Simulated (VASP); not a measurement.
Given:

```
HgSe
1.0
    0.00000     3.04000     3.04000
    3.04000     0.00000     3.04000
    3.04000     3.04000     0.00000
Hg Se
1 1
Direct
  0.00000   0.00000   0.00000
  0.25000   0.25000   0.25000
```

The numbers are results of PBE GGA, VASP's PBE PAW potentials (set 64) (plane waves; VASP), not measurements. Run with 400 eV cut-off, 9×9×9 Γ-centred mesh, Gaussian smearing of 0.050 eV, potentials Hg Se.

Gaps are read on the run's mesh, which can miss a band edge. Unless said otherwise, spin-orbit coupling is left out, though it shifts the bands of the heavy elements here.

Task: What does the run give for the energy per atom (σ→0), pressure, band gap (on the k-mesh) with the smallest direct gap where there is one?

Result: 
```
Property                                                    Result
------------------------  ----------------------------------------
band gap (on the k-mesh)  none (metal, semimetal or under 0.01 eV)
energy per atom (σ→0)                       -193.5 kJ/mol of atoms
pressure                                                  4.93 GPa
```

The absolute energy has meaning only against runs of the same code, potentials and settings.

The compound is HgSe in the zinc blende structure. The cell was not relaxed at this level. The run is one of a series of settings (KPOINTS 9×9×9 Γ-centred mesh against the base run), some of them coarse on purpose.
